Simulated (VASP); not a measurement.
OSZICAR of a VASP run on BN (zinc blende):

File OSZICAR:
```
       N       E                     dE             d eps       ncg     rms          rms(c)
DAV:   1     0.580660287322E+01    0.58066E+01   -0.54731E+03  1200   0.101E+03
DAV:   2    -0.191605380789E+02   -0.24967E+02   -0.24366E+02  1560   0.170E+02
DAV:   3    -0.193376346202E+02   -0.17710E+00   -0.17710E+00  1352   0.176E+01
DAV:   4    -0.193378089012E+02   -0.17428E-03   -0.17428E-03  1560   0.456E-01
DAV:   5    -0.193378089446E+02   -0.43410E-07   -0.43410E-07  1288   0.603E-03    0.678E+00
DAV:   6    -0.184515581720E+02    0.88625E+00   -0.31200E+00  1416   0.130E+01    0.341E+00
DAV:   7    -0.183544597424E+02    0.97098E-01   -0.11815E-01  1520   0.315E+00    0.192E+00
DAV:   8    -0.183328564521E+02    0.21603E-01   -0.42962E-02  1280   0.174E+00    0.199E-01
DAV:   9    -0.183328756768E+02   -0.19225E-04   -0.38838E-04  1184   0.231E-01    0.782E-02
DAV:  10    -0.183328892137E+02   -0.13537E-04   -0.71329E-05  1624   0.864E-02    0.134E-02
DAV:  11    -0.183328906195E+02   -0.14058E-05   -0.27897E-06  1304   0.153E-02    0.532E-03
DAV:  12    -0.183328906330E+02   -0.13467E-07   -0.70952E-07  1328   0.689E-03
   1 F= -.18332891E+02 E0= -.18332891E+02  d E =-.450616E-22
```

Task: Which electronic solver shows in the log?

Result: It is blocked Davidson (ALGO = Normal, or the opening steps of other solvers). The INCAR had ALGO = Normal.

Task: Can the final energy be trusted as converged?

Result: Self-consistency was reached. It stopped with EDIFF = 1E-7, NELM = 100 (PBEsol GGA, plane waves, VASP's PBE PAW potentials (set 64)).

The compound is BN in the zinc blende structure. This cell is one point of a volume scan, at 0.97 of the reference volume.
